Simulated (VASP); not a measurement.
A run of VASP 6.6.1:

INCAR

```
SYSTEM = HfO2
PREC = Accurate
ENCUT = 520
EDIFF = 1E-7
ISMEAR = 0
SIGMA = 0.05
LREAL = .False.
LASPH = .True.
NELM = 100
ALGO = Normal
ISIF = 2
LWAVE = .False.
LCHARG = .True.
GGA = PS
IVDW = 13
LELF = .True.
LVHAR = .True.
NBANDS = 18
```

File KPOINTS:

```
regular mesh
0
Gamma
  9 9 9
  0 0 0
```

File POSCAR:

```
HfO2
1.0
    0.0000000000      2.5575000000      2.5575000000
    2.5575000000      0.0000000000      2.5575000000
    2.5575000000      2.5575000000      0.0000000000
Hf O
1 2
Direct
    0.0000000000      0.0000000000      0.0000000000
    0.7500000000      0.7500000000      0.7500000000
    0.2500000000      0.2500000000      0.2500000000
```

Potentials or basis: VASP PAW PBE potentials, release 64 (Hf_pv, O).

Command:

```bash
$ cat potpaw_PBE.64/Hf_pv/POTCAR potpaw_PBE.64/O/POTCAR > POTCAR
$ mpirun -np 1 vasp_std > vasp.out
```

Hardware: 1 thread of AMD EPYC 9R45 (Zen 5), with other jobs on the host.

How long does it take, and how much memory?

Run time: 16 s on 1 thread of AMD EPYC 9R45 (Zen 5), with other jobs on the host, peak memory 0.14 GiB. Counts: scf iterations 14, k points 35.
